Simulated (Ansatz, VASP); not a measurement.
# Cross-check of HfN2 between VASP and Ansatz

Aim: how closely do two programs agree when they are given the same cell, functional and k mesh? The cell is invented: As first built, before any earlier steps moved the atoms or strained the cell (in the runner's words): it takes the WN2 structure with some of its atoms replaced by other elements, volume scaled by an estimate. It may not be a known or stable phase. The cell is taken from a series of runs on this material, whose earlier steps may have relaxed, scaled, displaced or heated it; both programs get it as it stands. Valence electrons are named where the data sets of a main pair hold unlike numbers.

Method: plane waves, with VASP 6.6.1 beside it; PBEsol, in Ansatz 0.2.0.

### Step 1. The starting structure

It takes space group P-6m2 (No. 187, hexagonal). The conventional cell has a = 3.227 Å, b = 3.227 Å, c = 3.774 Å, α = 90.00°, β = 90.00°, γ = 120.00°. Nearest to Hf lie 6 N at 2.20 Å. Nearest to N lie 1 N at 1.42 Å and 3 Hf at 2.20 Å. As first built, before any earlier steps moved the atoms or strained the cell (in the runner's words): sites of the WN2 structure (space group 187) filled with other elements, volume scaled by an estimate. Farther neighbours and most contacts between anions are not listed.

Structure file:

```
Hf N
1.0
     3.22680    0.00000    0.00000
    -1.61340    2.79449    0.00000
     0.00000    0.00000    3.77424
Hf N
1 2
Direct
  0.66667 0.33333 0.50000
  0.00000 0.00000 0.81181
  0.00000 0.00000 0.18819
```

### Step 2. VASP: electric field gradients, PBEsol

Field gradients test the density near the nuclei, where the PAW reconstruction matters most.

Lines of VASP's logs that name or quote its potential files are left out, and so is its time.

Input file INCAR:

```
SYSTEM = HfN2
PREC = Accurate
ENCUT = 550
EDIFF = 1E-06
NELM = 100
ISMEAR = 0
SIGMA = 0.05
LREAL = .FALSE.
ALGO = Normal
GGA = PS
NBANDS = 17
LORBIT = 11
LWAVE = .FALSE.
LCHARG = .FALSE.
KPAR = 2
ISIF = 2
LEFG = .TRUE.
LASPH = .TRUE.
```

Input file POSCAR:

```
HfN2
1.0
    3.2267951798     -0.0000001142      0.0000000000
   -1.6133982797      2.7944862001      0.0000000000
    0.0000000000      0.0000000000      3.7742408865
Hf N
1 2
Direct
    0.6666666700      0.3333333300      0.5000000000
    0.0000000000      0.0000000000      0.8118065567
    0.0000000000      0.0000000000      0.1881934433
```

Input file KPOINTS:

```
Automatic mesh
0
Gamma
8 8 6
0 0 0
```

Potentials, in the order of the species: Hf_sv_GW and N_GW (PBE family, release 64).

Run with:

```sh
> mpirun -np 2 vasp_std
```

Numbers of over 12 decimals in the logs are rounded to 6 here.

The program printed:

```text
[banner, memory and clock lines left out]
running    2 mpi-ranks, on    1 nodes
 distrk:  each k-point on    1 cores,    2 groups
 distr:  one band on    1 cores,    1 groups

 POSCAR found type information on POSCAR HfN
 POSCAR found :  2 types and       3 ions
|                                                                             |
|               ----> ADVICE to this user running VASP <----                  |
|                                                                             |
|     You enforced a specific xc type in the INCAR file but a different       |
|     [... a line on the potential file left out ...]
|     I HOPE YOU KNOW WHAT YOU ARE DOING!                                     |
|                                                                             |

 LDA part: xc-table for (Slater+PW92), standard interpolation
 POSCAR, INCAR and KPOINTS ok, starting setup
 FFT: planning ... GRIDC
 FFT: planning ... GRID_SOFT
 FFT: planning ... GRID
 WAVECAR not read
 entering main loop
       N       E                     dE             d eps       ncg     rms          rms(c)
DAV:   1     0.181927824202E+03    0.18193E+03   -0.13375E+04  1360   0.135E+03
DAV:   2    -0.270888061411E+02   -0.20902E+03   -0.20332E+03  1986   0.428E+02
DAV:   3    -0.379637510738E+02   -0.10875E+02   -0.10841E+02  1782   0.925E+01
DAV:   4    -0.381343525219E+02   -0.17060E+00   -0.17049E+00  1909   0.128E+01
DAV:   5    -0.381379746142E+02   -0.36221E-02   -0.36209E-02  1782   0.137E+00    0.850E+01
DAV:   6    -0.333476707235E+02    0.47903E+01   -0.24256E+01  2051   0.327E+01    0.786E+01
DAV:   7    -0.331592719307E+02    0.18840E+00   -0.22815E+00  1818   0.109E+01    0.527E+01
DAV:   8    -0.331892665839E+02   -0.29995E-01   -0.11376E+00  1698   0.649E+00    0.320E+01
DAV:   9    -0.330867889190E+02    0.10248E+00   -0.43808E-01  1640   0.429E+00    0.118E+01
DAV:  10    -0.330855520039E+02    0.12369E-02   -0.15477E-02  1638   0.969E-01    0.247E+00
DAV:  11    -0.330844808830E+02    0.10711E-02   -0.71217E-03  1891   0.485E-01    0.909E-01
DAV:  12    -0.330845097374E+02   -0.28854E-04   -0.28101E-04  1693   0.124E-01    0.886E-01
DAV:  13    -0.330845035587E+02    0.61787E-05   -0.28099E-05  1906   0.343E-02    0.313E-01
DAV:  14    -0.330845028730E+02    0.68564E-06   -0.59179E-06  1785   0.141E-02
ion   1
     0.0000000    -0.0000858     0.0000000    -2.2498795    -0.0000000     0.0000496
     0.0000654    -0.0000858     0.0000000    -2.2498795    -0.0000000     0.0000496
     0.0000901    -0.0000858     0.0000000    -2.2498796    -0.0000000     0.0000496
     0.0001241    -0.0000858     0.0000000    -2.2498796    -0.0000000     0.0000496
     0.0001709    -0.0000858     0.0000000    -2.2498797    -0.0000000     0.0000496

     0.0000000    -0.0075519     0.0000000   -36.6025012     0.0000000     0.0043616
     0.0000654    -0.0075451     0.0000000   -36.6209877     0.0000000     0.0043577
     0.0000901    -0.0075418     0.0000000   -36.6311505     0.0000000     0.0043558
     0.0001241    -0.0075367     0.0000000   -36.6474980     0.0000000     0.0043528
     0.0001709    -0.0075288     0.0000000   -36.6736512     0.0000000     0.0043483

ion   2
     0.0000000    -0.0000812     0.0000000   -37.5891662    -0.0000000     0.0000469
     0.0000281    -0.0000812     0.0000000   -37.5891658    -0.0000000     0.0000469
     0.0000381    -0.0000812     0.0000000   -37.5891655    -0.0000000     0.0000469
     0.0000517    -0.0000812     0.0000000   -37.5891649    -0.0000000     0.0000469
     0.0000701    -0.0000812     0.0000000   -37.5891639    -0.0000000     0.0000469

     0.0000000    -0.0001218     0.0000000   -57.7465644    -0.0000000     0.0000704
     0.0000281    -0.0001218     0.0000000   -57.7465548    -0.0000000     0.0000704
     0.0000381    -0.0001218     0.0000000   -57.7465486    -0.0000000     0.0000704
     0.0000517    -0.0001218     0.0000000   -57.7465381    -0.0000000     0.0000704
     0.0000701    -0.0001218     0.0000000   -57.7465208    -0.0000000     0.0000704

ion   3
     0.0000000    -0.0000812    -0.0000000   -37.5891662     0.0000000     0.0000469
     0.0000281    -0.0000812    -0.0000000   -37.5891658     0.0000000     0.0000469
     0.0000381    -0.0000812    -0.0000000   -37.5891655     0.0000000     0.0000469
     0.0000517    -0.0000812    -0.0000000   -37.5891649     0.0000000     0.0000469
     0.0000701    -0.0000812    -0.0000000   -37.5891639     0.0000000     0.0000469

     0.0000000    -0.0001218    -0.0000000   -57.7465644     0.0000000     0.0000704
     0.0000281    -0.0001218    -0.0000000   -57.7465548     0.0000000     0.0000704
     0.0000381    -0.0001218    -0.0000000   -57.7465486     0.0000000     0.0000704
     0.0000517    -0.0001218    -0.0000000   -57.7465381     0.0000000     0.0000704
     0.0000701    -0.0001218    -0.0000000   -57.7465208     0.0000000     0.0000704

   1 F= -.33084503E+02 E0= -.33084077E+02  d E =-.851517E-03
```

From OUTCAR (step 2):

```text
ion  position               nearest neighbor table
   1  0.667  0.333  0.500-   2 2.20   3 2.20   2 2.20   3 2.20   2 2.20   3 2.20
   2  0.000  0.000  0.812-   3 1.42   1 2.20   1 2.20   1 2.20
   3  0.000  0.000  0.188-   2 1.42   1 2.20   1 2.20   1 2.20

  LATTYP: Found a hexagonal cell.
 ALAT       =     3.2267951798
 C/A-ratio  =     1.1696561685

 Subroutine GETGRP returns: Found 12 space group operations
 (whereof 12 operations were pure point group operations)

The static configuration has the point symmetry D_3h.

 Found     40 irreducible k-points:

   k-points           NKPTS =     40   k-points in BZ     NKDIM =     40   number of bands    NBANDS=     17

   dimension x,y,z NGX =    28 NGY =   28 NGZ =   30
   dimension x,y,z NGXF=    56 NGYF=   56 NGZF=   60

   ENCUT  =  550.0 eV  40.42 Ry    6.36 a.u.   6.17  6.17  7.22*2*pi/ulx,y,z

   NELECT =      22.0000    total number of electrons

 k-points in reciprocal lattice and weights: Automatic mesh
   0.00000000  0.00000000  0.00000000       0.003
   0.12500000 -0.00000000  0.00000000       0.016
   0.25000000 -0.00000000  0.00000000       0.016
   0.37500000 -0.00000000  0.00000000       0.016
   0.50000000 -0.00000000  0.00000000       0.008
   0.12500000  0.12500000  0.00000000       0.016
   0.25000000  0.12500000  0.00000000       0.031
   0.37500000  0.12500000  0.00000000       0.031
   0.25000000  0.25000000  0.00000000       0.016
[...]
0.25000000  0.25000000  0.50000000       0.016
   0.37500000  0.25000000  0.50000000       0.016

 average (electrostatic) potential at core
       1 -82.8592       2 -60.0421       3 -60.0421

 E-fermi :   8.3353

 k-point     1 :       0.0000    0.0000    0.0000
  band No.  band energies     occupation
    ...
      7      -0.7783      2.00000
      8       3.1587      2.00000
      9       3.1587      2.00000
     10       7.8832      2.00000
     11       7.8832      2.00000
     12       8.8395      0.00000
     13      11.6847      0.00000
     14      12.3000      0.00000
     15      12.3000      0.00000
     16      14.4992      0.00000
    ...

 k-point     2 :       0.1250   -0.0000    0.0000
  band No.  band energies     occupation
    ...
      7      -0.5656      2.00000
      8       2.6638      2.00000
      9       3.2806      2.00000
     10       7.6384      2.00000
     11       7.8610      2.00000
     12       8.9521      0.00000
     13      11.0954      0.00000
     14      12.4195      0.00000
     15      13.7293      0.00000
     16      14.4254      0.00000
    ...

 k-point     3 :       0.2500   -0.0000    0.0000
  band No.  band energies     occupation
    ...
      7      -0.1173      2.00000
      8       1.8214      2.00000
      9       3.5571      2.00000
     10       7.1341      2.00000
     11       7.7091      2.00000
     12       8.5244      0.00000
     13      11.6383      0.00000
     14      12.8642      0.00000
     15      14.6006      0.00000
     16      15.8003      0.00000
    ...

  Total        0.3511316      0.3511315      0.2173062     -0.0000001      0.0000000      0.0000000
  in kB       16.5301782     16.5301729     10.2300969     -0.0000047      0.0000000      0.0000000
  external PRESSURE =      14.4301493 kB  Pullay stress =       0.0000000 kB

  energy-cutoff  :      550.00
  volume of cell :       34.03
      direct lattice vectors                 reciprocal lattice vectors
     3.226795180 -0.000000114  0.000000000     0.309905019  0.178923848  0.000000000
    -1.613398280  2.794486200  0.000000000     0.000000013  0.357847543  0.000000000
     0.000000000  0.000000000  3.774240886     0.000000000  0.000000000  0.264953942

 POSITION                                       TOTAL-FORCE (eV/Angst)
 -----------------------------------------------------------------------------------
      1.61340      0.93150      1.88712         0.000000     -0.000000      0.000000
      0.00000      0.00000      3.06395        -0.000000      0.000000      0.116519
      0.00000      0.00000      0.71029        -0.000000      0.000000     -0.116519
 -----------------------------------------------------------------------------------
    total drift:                               -0.000070      0.000040      0.000000

  FREE ENERGIE OF THE ION-ELECTRON SYSTEM (eV)
  ---------------------------------------------------
  free  energy   TOTEN  =       -33.0845028730 eV

  energy  without entropy=      -33.0836513559  energy(sigma->0) =      -33.08407711

 Electric field gradients after diagonalization (V/A^2)
 (convention: |V_zz| > |V_xx| > |V_yy|)
----------------------------------------------------------------------
 ion       V_xx      V_yy      V_zz     asymmetry (V_yy - V_xx)/ V_zz
----------------------------------------------------------------------
   1     -21.793   -21.775    43.568       0.000
   2     -37.735   -37.730    75.465       0.000
   3     -37.735   -37.730    75.465       0.000
----------------------------------------------------------------------

 total charge
# of ion       s       p       d       f       tot
--------------------------------------------------
    1        3.989   6.022   1.396   0.082  11.489
    2        1.201   2.439   0.000   0.000   3.640
    3        1.201   2.439   0.000   0.000   3.640
--------------------------------------------------
tot          6.390  10.900   1.396   0.082  18.769

[... 3 further parts left out ...]
```

The k-mesh is coarse for a metal. The atoms bear forces, and field gradients depend strongly on their positions. The PAW data sets were made with PBE, which is usual practice but a small mismatch for other functionals.

### Step 3. Ansatz: electric field gradients, PBEsol

Ansatz runs on its default PAW (the set named soft_2) files.

The same cell, functional, mesh and smearing now go to Ansatz, which takes its cutoff from its data sets.

Input file input.yaml:

```yaml
crystal:
  lattice:
    - [3.2267951798, -1.142e-07, 0.0]
    - [-1.6133982797, 2.7944862001, 0.0]
    - [0.0, 0.0, 3.7742408865]
  atoms:
    - { symbol: Hf, position: [0.66666667, 0.33333333, 0.5] }
    - { symbol: "N", position: [0.0, 0.0, 0.8118065567] }
    - { symbol: "N", position: [0.0, 0.0, 0.1881934433] }
hamiltonian:
  xc: pbesol
  pseudopotentials: { kind: paw }
kpoints:
  mp_grid: { grid: [8, 8, 6] }
scf:
  occupations: { method: gaussian, width: 0.05 }
  n_extra_bands: 4
output:
  forces: true
  stress: true
  eigenvalues: true
  efg: {}
```

Run with:

```sh
> ansatz run input.yaml --threads 2 --pin off --max-ram 4608MiB --backend cpu --events-out ev --progress --plain --runs-dir out
```

The program printed:

```text
Warning: the atoms were moved onto the symmetric positions of the space group found under crystal.symmetry.tolerance 1.0e-5 (fractional; no operation is sought that the atoms, as they stand in a round, miss by more than twice it, and no atom is moved by as much as it), and the run uses the moved positions. Before a round's move an operation carried an atom to 2.15e-8 Å from where it should land, the largest such dist [...]
scf.n_extra_bands = 4 over 18 filled bands (N_el = 36.0): the run solves 22 bands
Hf: output.efg is read without spin–orbit coupling, which moves field gradients at and beside such atoms by some per cent and up to a factor of two; PAW files take it under magnetization.noncollinear and magnetization.spin_orbit
Engine: ansatz 0.2.0, x86_64-unknown-linux-gnu
Pseudopotentials: kind: paw
Pseudopotential: Hf, paw, valence charge 26, recommended cutoff 420 eV (normal), Hf.paw.azcp
Pseudopotential: N, paw, valence charge 5, recommended cutoff 420 eV (normal), N.paw.azcp
Functional definition: PBEsol
  exchange = pbesol_x
  correlation = pbesol_c
Crystal: 3 atoms, lattice volume = 34.033 Å³
Basis set: ecut = 420 eV, 709 PW (Γ), exchange–correlation on 48×48×54 points (8 copies of the dense FFT grid, shifted against one another)
Bands: 22, of which v1, the nominal top of the filled ones, is band 18 counted from 1 (17 counted from 0)
Symmetry: 12 space group operations
Space group: P-6m2 (ITA 187), of the structure as read, at distance tolerance 3.2e-5 Å
k-points: 40 of 384 (time reversal used)
Non-local potential: Hf, projectors of the file, l = 0: 3, l = 1: 2, l = 2: 2, l = 3: 3
Non-local potential: N, projectors of the file, l = 0: 2, l = 1: 2, l = 2: 1
PAW form: soft (Blöchl's): semilocal exchange-correlation on the pseudo side does not see the compensation charge
PAW frozen core: Hf, regenerated for the run's functional, and the local potential with it (the file was generated under x = pbe(κ = 0.804, μ = 0.219515), c = pbe(β = 0.066725))
PAW frozen core: N, regenerated for the run's functional, and the local potential with it (the file was generated under x = pbe(κ = 0.804, μ = 0.219515), c = pbe(β = 0.066725))
PAW one-centre angular grid: Hf, 590 points (default); XC on 64 Gauss nodes
PAW one-centre angular grid: N, 110 points (default); XC on 64 Gauss nodes
Initial density: superposition of atomic densities (neutral atoms: chi_scale 0, normalization atom), corrected by the library's trained network
Initial wavefunctions: pseudopotential atomic-orbital guess
Functional: x = pbesol(κ = 0.804, μ = 0.123457), c = pbesol(β = 0.046)
SCF iter   1: F=—  HF=-16357.416450 eV  |F-HF|=—  |Δ(HF+E_count)|=         —  Δρ=9.42e-3  dr2=3.12e-2  ethr=1.77e-3  ⟨swp⟩=4.3  Hψ=3257  notcnv=0
preconditioner: auto → LDOS  [metal: Δε(μ)=0.038 eV  Ē_g=17.304 eV  σ=0.050 eV  W_gap=0.38  n_scr=8 (ndim 8)  ℏωp=37.1 eV  f_vac=0.018  D(μ)=1.29/eV (n_scr^D=8)  β→1.0]
SCF iter   2: F=—  HF=-16357.412779 eV  |F-HF|=—  |Δ(HF+E_count)|=   3.67e-3  Δρ=3.84e-3  dr2=4.37e-3  ethr=8.66e-5  ⟨swp⟩=2.1  Hψ=1561  notcnv=0  defer=1
SCF iter   3: F=—  HF=-16357.412215 eV  |F-HF|=—  |Δ(HF+E_count)|=   5.64e-4  Δρ=1.65e-3  dr2=1.03e-3  ethr=1.21e-5  ⟨swp⟩=2.0  Hψ=1494  notcnv=0  defer=1
SCF iter   4: F=—  HF=-16357.412029 eV  |F-HF|=—  |Δ(HF+E_count)|=   1.86e-4  Δρ=4.55e-4  dr2=8.97e-5  ethr=2.87e-6  ⟨swp⟩=2.3  Hψ=1193  notcnv=0  defer=1
SCF iter   5: F=—  HF=-16357.412040 eV  |F-HF|=—  |Δ(HF+E_count)|=   1.03e-5  Δρ=1.05e-4  dr2=2.04e-6  ethr=2.49e-7  ⟨swp⟩=2.1  Hψ=1435  notcnv=0  defer=1
SCF iter   6: F=—  HF=-16357.412037 eV  |F-HF|=—  |Δ(HF+E_count)|=   2.70e-6  Δρ=3.67e-5  dr2=3.37e-7  ethr=5.66e-9  ⟨swp⟩=2.2  Hψ=1677  notcnv=0  defer=1
SCF iter   7: F=-16357.412037 eV  HF=-16357.412037 eV  |F-HF|=7.10e-9  |Δ(HF+E_count)|=   1.35e-8  Δρ=9.11e-6  dr2=1.44e-8  ethr=2.78e-10  ⟨swp⟩=4.8  Hψ=3495  notcnv=0
SCF 1 converged in 7 iterations: F = -16357.412037 eV  dr2 = 1.44e-8
  greatest PAW one-centre occupation: 0.998 electrons in one spin orbital (limit 2), on the Hf atom at site 0 (counted from 0), in its partial waves of l = 3
SCF converged after 7 iterations
Free energy (F): -16357.412037 eV
Harris-Foulkes:  -16357.412037 eV  (|F-HF|=7.10e-9)
Internal energy: -16357.411169 eV  (E = F + TS)
E sigma→0 (E₀):  -16357.411603 eV
Entropy (-TS):   -0.000868 eV (-0.289 meV/atom)
Fermi energy:    16.926767 eV
--- Per-component energies (eV) ---
  E_band       = 36.782803
  E_kinetic    = 686.120040
  E_local      = -5874.012570  (includes V_loc(G=0)·N_el)
  E_nonlocal   = -1146.201758
  E_hartree    = 2704.128228
  E_xc         = -416.857499
  E_vxc        = -418.171323  (∫ρ·V_xc dr)
  E_paw        = -7052.463871  (= ΣΔE_a)
  E_vpaw       = 1380.791814  (= ΣTr[D̂ρ^β])
  E_aug_tail   = 0.000190  (compensation charges beyond the density's cutoff)
  E_ewald      = -5259.431218
  E_core_change = 1.307289  (= ΣΔE_core)
  E_smearing   = -0.000868  (= −TS)
  E_closure    = -0.000000  (closes the sum)
  Σ components = -16357.412037   (vs F -16357.412037, Δ=0.00e0)
--- Forces (eV/Å), atoms counted from 1 ---
  atom   1  Hf    -0.00000000    -0.00000000     0.00000000
  atom   2  N     -0.00000000    -0.00000000     0.15161065
  atom   3  N     -0.00000000    -0.00000000    -0.15161065
  max |Σ_I F_I| component: 5.46e-16 eV/Å
--- Stress (GPa, compression-positive) ---
        1.651327      -0.000000       0.000000
       -0.000000       1.651327      -0.000000
        0.000000      -0.000000       0.582352
  P = ⅓ Tr σ = 1.2950 GPa (12.950 kbar)
--- PAW observables at the nuclei: V_zz in 10²¹ V/m², potentials from the cell's mean, atoms counted from 1 ---
  atom   1  Hf V_zz =    +6.372591   η = 0.0000   by run symmetry: allowed
            electrostatic potential = -14180.870700 V   contact ρ = none
  atom   2  N  V_zz =    +7.409670   η = 0.0000   by run symmetry: allowed
            electrostatic potential = -521.678133 V   contact ρ = none
  atom   3  N  V_zz =    +7.409670   η = 0.0000   by run symmetry: allowed
            electrostatic potential = -521.678133 V   contact ρ = none
--- Band table (eV; the first three rows and the last of 40) ---
  k-point 0: bands = [... 14 lower, 11.7540, 11.7540, 16.4865, 16.4865, 17.4331, 20.2782, 20.8870, 20.8870]
  k-point 1: bands = [... 14 lower, 11.9094, 11.9094, 15.9084, 15.9084, 17.7456, 20.1911, 21.4320, 21.4320]
  k-point 2: bands = [... 14 lower, 12.3153, 12.3153, 14.9026, 14.9026, 17.9935, 20.3784, 21.5042, 21.5042]
  k-point 39: bands = [... 14 lower, 11.8986, 12.4223, 14.4166, 15.7745, 18.8156, 21.0043, 21.9144, 23.1903]
```

The run ends at a pressure of 1.30 GPa, with forces up to 0.15 eV/Å.

### Step 4. Differences

Known differences besides the potentials themselves: the data sets hold 36 valence electrons in Ansatz (on its default PAW (the set named soft_2) files) and 22 in VASP; the cutoff is 420 eV in Ansatz and 550 eV in VASP; Ansatz makes its cores anew for this functional, VASP keeps those of its PBE data sets; Ansatz adds the response of the frozen cores to the gradients, VASP leaves it out. Total energies have different zeros and are not compared.

Both answers:

```csv
quantity,Ansatz,VASP,difference
pressure (GPa),1.29,1.44,-0.15
pressure without Ansatz's Pulay correction (GPa),0.65,1.44,-0.79
Vzz at Hf1 (V/Å²),63.7,43.6,+20.2
Vzz at N2 (V/Å²),74.1,75.5,-1.4
Vzz at N3 (V/Å²),74.1,75.5,-1.4
```

Forces (eV/Å; atoms numbered as in POSCAR):

```csv
atom,"Ansatz x, y, z","VASP x, y, z"
Hf1,"0.000, 0.000, 0.000","0.000, 0.000, 0.000"
N2,"0.000, 0.000, 0.152","0.000, 0.000, 0.117"
N3,"0.000, 0.000, -0.152","0.000, 0.000, -0.117"
```

The forces differ by 17 meV/Å r.m.s., which is 30.1 % of the r.m.s. force of 0.055 eV/Å (both taken over all components). Ansatz's pressure holds a Pulay correction of 0.64 GPa; VASP's holds none.

(Continued in part 2 of 2.)

[Lines on the potential files, build, host, timing and source positions are cut from VASP's logs without a mark.]

[Logs are printed without paths, hosts, clocks, repeated set-up lines and the standing remarks that a program may print on its own settings, such as how far it seeks lower states.]

[Hosts, paths, dates, database ids (printed as entryN), source tags and the programs' standing remarks are cut or masked in the printed files.]
